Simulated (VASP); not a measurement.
Output of a VASP run:

OUTCAR:
```
 ion  position               nearest neighbor table
   1  0.333  0.667  0.017-   3 2.76   4 2.78   4 2.78   4 2.78
   2  0.667  0.333  0.517-   4 2.76   3 2.78   3 2.78   3 2.78
   3  0.333  0.667  0.358-   1 2.76   2 2.78   2 2.78   2 2.78
   4  0.667  0.333  0.858-   2 2.76   1 2.78   1 2.78   1 2.78
  LATTYP: Found a hexagonal cell.
 ALAT       =     4.2668417523
 C/A-ratio  =     1.8996056647
 Subroutine PRICEL returns:
 Original cell was already a primitive cell.
 Subroutine GETGRP returns: Found 12 space group operations
The static configuration has the point symmetry C_3v.
 The point group associated with its full space group is C_6v.
The dynamic configuration has the point symmetry C_3v.
 Subroutine INISYM returns: Found 12 space group operations
 Subroutine IBZKPT returns following result:
 Found     30 irreducible k-points:

 Following reciprocal coordinates:
            Coordinates               Weight
  0.000000  0.000000  0.000000      1.000000
  0.125000 -0.000000  0.000000      6.000000
  0.250000 -0.000000  0.000000      6.000000
  0.375000 -0.000000  0.000000      6.000000
  0.500000 -0.000000  0.000000      3.000000
  0.125000  0.125000  0.000000      6.000000
  0.250000  0.125000  0.000000     12.000000
  0.375000  0.125000  0.000000     12.000000
  0.250000  0.250000  0.000000      6.000000
  0.375000  0.250000  0.000000      6.000000
  0.000000  0.000000  0.250000      2.000000
  0.125000 -0.000000  0.250000     12.000000
  0.250000 -0.000000  0.250000     12.000000
  0.375000 -0.000000  0.250000     12.000000
  0.500000 -0.000000  0.250000      6.000000
  0.125000  0.125000  0.250000     12.000000
  0.250000  0.125000  0.250000     24.000000
  0.375000  0.125000  0.250000     24.000000
  0.250000  0.250000  0.250000     12.000000
  0.375000  0.250000  0.250000     12.000000
  0.000000  0.000000  0.500000      1.000000
  0.125000 -0.000000  0.500000      6.000000
  0.250000 -0.000000  0.500000      6.000000
  0.375000 -0.000000  0.500000      6.000000
  0.500000 -0.000000  0.500000      3.000000
  0.125000  0.125000  0.500000      6.000000
  0.250000  0.125000  0.500000     12.000000
  0.375000  0.125000  0.500000     12.000000
  0.250000  0.250000  0.500000      6.000000
  0.375000  0.250000  0.500000      6.000000
   k-points           NKPTS =     30   k-points in BZ     NKDIM =     30   number of bands    NBANDS=     21
   number of dos      NEDOS =    301   number of ions     NIONS =      4
   total plane-waves  NPLWV =  42336
   dimension x,y,z NGX =    28 NGY =   28 NGZ =   54
   dimension x,y,z NGXF=    56 NGYF=   56 NGZF=  108
   ions per type =               2   2
   PREC   = accura    normal or accurate (medium, high low for compatibility)
   ISTART =      0    job   : 0-new  1-cont  2-samecut
   ICHARG =      2    charge: 1-file 2-atom 10-const
   ISPIN  =      1    spin polarized calculation?
   LNONCOLLINEAR =      F non collinear calculations
   LSORBIT =      F    spin-orbit coupling
   INIWAV =      1    electr: 0-lowe 1-rand  2-diag
   ENCUT  =  400.0 eV  29.40 Ry    5.42 a.u.   6.96  6.96 13.22*2*pi/ulx,y,z
   NELM   =    100;   NELMIN=  2; NELMDL= -5     # of ELM steps
   EDIFF  = 0.1E-05   stopping-criterion for ELM
   LREAL  =      F    real-space projection
   NLSPLINE    = F    spline interpolate recip. space projectors
   LMAXMIX     =    4 max onsite mixed and CHGCAR
   VOSKOWN=      0    Vosko Wilk Nusair interpolation
   EDIFFG = -.2E-01   stopping-criterion for IOM
   NSW    =     60    number of steps for IOM
   NBLOCK =      1;   KBLOCK =     60    inner block; outer block
   IBRION =      2    ionic relax: 0-MD 1-quasi-New 2-CG
   NFREE  =      1    steps in history (QN), initial steepest desc. (CG)
   ISIF   =      3    stress and relaxation
   ISYM   =      2    0-nonsym 1-usesym 2-fastsym
   TEIN   =    0.0    initial temperature
   TEBEG  =    0.0;   TEEND  =   0.0 temperature during run
   SMASS  =  -3.00    Nose mass-parameter (am)
...
```

OSZICAR:
```
...
DAV:   7    -0.751553422506E+02    0.90064E-05   -0.17286E-04  1355   0.107E-01    0.107E-02
DAV:   8    -0.751553698502E+02   -0.27600E-04   -0.75993E-05  1335   0.720E-02    0.105E-02
DAV:   9    -0.751553739525E+02   -0.41023E-05   -0.65342E-06  1275   0.231E-02    0.440E-03
DAV:  10    -0.751553727960E+02    0.11565E-05   -0.14940E-06   915   0.124E-02    0.173E-03
DAV:  11    -0.751553742243E+02   -0.14282E-05   -0.50426E-07   720   0.673E-03    0.163E-03
DAV:  12    -0.751553734259E+02    0.79839E-06   -0.88355E-08   695   0.249E-03
   6 F= -.75155373E+02 E0= -.75153062E+02  d E =-.226918E-02
       N       E                     dE             d eps       ncg     rms          rms(c)
DAV:   1    -0.751655338560E+02   -0.10160E-01   -0.38556E-01  1280   0.423E+00    0.888E-01
DAV:   2    -0.751568702152E+02    0.86636E-02   -0.40919E-02  1689   0.126E+00    0.395E-01
DAV:   3    -0.751548313267E+02    0.20389E-02   -0.11830E-02  1569   0.715E-01    0.184E-01
DAV:   4    -0.751544987741E+02    0.33255E-03   -0.47590E-03  2038   0.376E-01    0.245E-01
DAV:   5    -0.751548015571E+02   -0.30278E-03   -0.75542E-04  1740   0.207E-01    0.121E-01
DAV:   6    -0.751548999515E+02   -0.98394E-04   -0.29273E-04  1600   0.134E-01    0.493E-02
DAV:   7    -0.751549760371E+02   -0.76086E-04   -0.11907E-04  1864   0.797E-02    0.620E-02
DAV:   8    -0.751549564612E+02    0.19576E-04   -0.90524E-05  1906   0.567E-02    0.145E-02
DAV:   9    -0.751549834159E+02   -0.26955E-04   -0.66932E-06  1379   0.229E-02    0.676E-03
DAV:  10    -0.751549593120E+02    0.24104E-04   -0.39012E-06  1140   0.181E-02    0.459E-03
DAV:  11    -0.751549742052E+02   -0.14893E-04   -0.10304E-06   830   0.102E-02    0.120E-03
DAV:  12    -0.751549690703E+02    0.51349E-05   -0.12931E-07   675   0.294E-03    0.949E-04
DAV:  13    -0.751549720985E+02   -0.30282E-05   -0.50186E-08   665   0.204E-03    0.636E-04
DAV:  14    -0.751549709630E+02    0.11355E-05   -0.12992E-08   660   0.962E-04    0.292E-04
DAV:  15    -0.751549709722E+02   -0.91895E-08   -0.65297E-09   660   0.614E-04
   7 F= -.75154971E+02 E0= -.75153018E+02  d E =0.402454E-03
       N       E                     dE             d eps       ncg     rms          rms(c)
DAV:   1    -0.751603323704E+02   -0.53614E-02   -0.17755E-01  1280   0.286E+00    0.600E-01
DAV:   2    -0.751564687325E+02    0.38636E-02   -0.18996E-02  1699   0.847E-01    0.272E-01
DAV:   3    -0.751554429155E+02    0.10258E-02   -0.58635E-03  1521   0.492E-01    0.123E-01
DAV:   4    -0.751553096671E+02    0.13325E-03   -0.22813E-03  2041   0.264E-01    0.168E-01
DAV:   5    -0.751554249536E+02   -0.11529E-03   -0.29896E-04  1889   0.124E-01    0.924E-02
DAV:   6    -0.751555021563E+02   -0.77203E-04   -0.11696E-04  1672   0.768E-02    0.347E-02
DAV:   7    -0.751554501945E+02    0.51962E-04   -0.50273E-05  1810   0.520E-02    0.438E-02
DAV:   8    -0.751554956564E+02   -0.45462E-04   -0.41403E-05  1922   0.397E-02    0.993E-03
DAV:   9    -0.751554741535E+02    0.21503E-04   -0.33250E-06  1142   0.168E-02    0.540E-03
DAV:  10    -0.751554947123E+02   -0.20559E-04   -0.18344E-06   939   0.125E-02    0.292E-03
DAV:  11    -0.751554821274E+02    0.12585E-04   -0.60353E-07   740   0.738E-03    0.693E-04
DAV:  12    -0.751554864935E+02   -0.43661E-05   -0.72578E-08   660   0.211E-03    0.497E-04
DAV:  13    -0.751554840160E+02    0.24775E-05   -0.32813E-08   660   0.153E-03    0.303E-04
DAV:  14    -0.751554847708E+02   -0.75487E-06   -0.82102E-09   660   0.699E-04
   8 F= -.75155485E+02 E0= -.75153289E+02  d E =-.111345E-03
```

OUTCAR:
```
------------------------ aborting loop because EDIFF is reached ----------------------------------------
  FORCE on cell =-STRESS in cart. coord.  units (eV):
  Direction    XX          YY          ZZ          XY          YZ          ZX
  --------------------------------------------------------------------------------------
  Total        0.0028524      0.0028524      0.0273777     -0.0000000     -0.0000000     -0.0000000
  in kB        0.0360495      0.0360494      0.3460080     -0.0000000     -0.0000000     -0.0000000
  external PRESSURE =       0.1393690 kB  Pullay stress =       0.0000000 kB
  volume of cell :      126.77
      direct lattice vectors                 reciprocal lattice vectors
     4.218157651  0.000000000 -0.000000000     0.237070324  0.136872623  0.000000000
    -2.109078826  3.653031466  0.000000000    -0.000000000  0.273745247  0.000000000
    -0.000000000 -0.000000000  8.227061433     0.000000000 -0.000000000  0.121550083
 POSITION                                       TOTAL-FORCE (eV/Angst)
 -----------------------------------------------------------------------------------
     -0.00000      2.43536      0.16211        -0.000000     -0.000000      0.000211
      2.10908      1.21768      4.27564         0.000000     -0.000000      0.000211
     -0.00000      2.43536      2.92304        -0.000000      0.000000     -0.000211
      2.10908      1.21768      7.03657         0.000000      0.000000     -0.000211
 -----------------------------------------------------------------------------------
    total drift:                               -0.001996      0.001152      0.007925
  FREE ENERGIE OF THE ION-ELECTRON SYSTEM (eV)
  ---------------------------------------------------
  free  energy   TOTEN  =       -75.1554847708 eV

  energy  without entropy=      -75.1488968063  energy(sigma->0) =      -75.15328878

 reached required accuracy - stopping structural energy minimisation
```
(Selected blocks of OUTCAR.)

### POSCAR
```
YSe
1
    4.2668417523     0.0000000000     0.0000000000
   -2.1334208762     3.6951931268    -0.0000000000
   -0.0000000000    -0.0000000000     8.1053167631
Y Se
2 2
Direct
  0.3333330000   0.6666670000   0.0170628276
  0.6666670000   0.3333330000   0.5170628276
  0.3333330000   0.6666670000   0.3579371724
  0.6666670000   0.3333330000   0.8579371724
```

Q: Write an INCAR and KPOINTS that could have produced this output.

A: This is not unique; one that fits is the input of the run itself, r2SCAN meta-GGA, plane waves, VASP's PBE PAW potentials (set 64).

KPOINTS:
```
K-points
0
Gamma
 8 8 4
0 0 0
```

**INCAR**
```
SYSTEM = YSe
PREC = Accurate
ENCUT = 400
EDIFF = 1E-6
NELM = 100
ALGO = Normal
LREAL = .FALSE.
LASPH = .TRUE.
ISMEAR = 1
SIGMA = 0.1
METAGGA = R2SCAN
LMIXTAU = .TRUE.
LMAXMIX = 4
LWAVE = .FALSE.
LCHARG = .FALSE.
IBRION = 2
ISIF = 3
NSW = 60
EDIFFG = -0.02
```

POTCAR, in this order: Y_sv Se (PBE.64 set). Program: vasp_std.

The structure was generated: YSe was put into the wurtzite type (P6_3mc), which need not be its known phase. This run relaxes it. Symmetry was kept, so distortions that lower it aren't found. The start is the result of an earlier pass.
